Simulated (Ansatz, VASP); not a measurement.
**Two plane-wave programs on CaHfI2**

```xyz
4
Lattice="6.0136 0.0000 0.0000 0.0000 6.0136 0.0000 0.0000 0.0000 3.0504" Properties=species:S:1:pos:R:3 pbc="T T T"
Ca    3.0068    3.0068    1.5252
Hf    0.0000    0.0000    0.0000
I     3.0068    0.0000    0.0000
I     0.0000    3.0068    0.0000
```

Alike in both runs: task single point; functional PBE; k mesh 4 × 4 × 6; occupations gaussian, width 0.1 eV; no spin polarisation.

```csv
,VASP,Ansatz
version,VASP 6.6.1,Ansatz 0.2.0
potentials or method,"VASP PAW PBE potentials, release 64 (Ca_sv, Hf_pv, I)","scalar-relativistic, plane waves, PAW"
plane-wave cutoff (eV),520,420
valence electrons in the cell,34,70
```

```csv
,VASP,Ansatz,Ansatz less VASP
gap on the k mesh at the Fermi level (eV),none,none,-
pressure (GPa),7.0,7.1,+0.10
largest component of the traceless stress (GPa),21.33,21.31,-0.012
```

A gap of «none» marks a metal or a gap that the smearing closes. The two sets of potentials don't hold the same shells in valence.

The runs have no spin-orbit coupling, so splittings on Hf, I are missing.
